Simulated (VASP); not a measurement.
VASP input:

### KPOINTS
```
Automatic mesh
0
Gamma
13 13 13
0 0 0
```

File POSCAR:
```
BAs
1
    2.7824628800     0.0000000000     0.0000000000
    0.0000000000     2.7824628800     0.0000000000
    0.0000000000     0.0000000000     2.7824628800
B As
1 1
Direct
  0.0000000000   0.0000000000   0.0000000000
  0.5000000000   0.5000000000   0.5000000000
```

**INCAR**
```
ALGO=Normal
EDIFF=1E-6
EDIFFG=-0.02
ENCUT=620
GGA=PS
IBRION=2
ISIF=3
ISMEAR=1
LASPH=.True.
LCHARG=.False.
LMAXMIX=4
LREAL=.False.
LWAVE=.False.
NELM=100
NSW=40
PREC=Accurate
PSTRESS=300
SIGMA=0.1
SYSTEM=BAs
```

POTCAR, in this order: B As (PBE.64 set). Program: vasp_std.

**Question.** Write an equivalent input for Quantum ESPRESSO's pw.x.

**Answer.** One equivalent input (not run):
```
&CONTROL
  calculation = 'vc-relax'
  pseudo_dir = './pseudo'
  outdir = './out'
  tprnfor = .true.
  tstress = .true.
  nstep = 40
  forc_conv_thr = 0.00078
/
&SYSTEM
  ibrav = 0
  nat = 2
  ntyp = 2
  ecutwfc = 84
  occupations = 'smearing'
  smearing = 'methfessel-paxton'
  degauss = 0.00735
  input_dft = 'pbesol'
/
&ELECTRONS
  conv_thr = 7.3e-08
  electron_maxstep = 100
/
&IONS
/
&CELL
  press = 300
/
ATOMIC_SPECIES
  B 10.810 B.upf
  As 74.922 As.upf
CELL_PARAMETERS angstrom
     2.7824629    0.0000000    0.0000000
     0.0000000    2.7824629    0.0000000
     0.0000000    0.0000000    2.7824629
ATOMIC_POSITIONS crystal
  B    0.0000000  0.0000000  0.0000000
  As   0.5000000  0.5000000  0.5000000
K_POINTS automatic
  13 13 13 0 0 0
```
The two are equivalent in intent, not identical: the potentials are each code's own (VASP's PAW set, PseudoDojo norm-conserving files in pw.x), so ENCUT and ecutwfc are chosen apart and not converted; conv_thr bounds pw.x's estimated SCF error, while EDIFF bounds the energy change between steps; forc_conv_thr acts on force components and is met together with etot_conv_thr.

The structure was generated: BAs was put into the CsCl type type (Pm-3m), which need not be its known phase. This run relaxes it under an external pressure of 30 GPa. Symmetry was kept, so distortions that lower it aren't found.
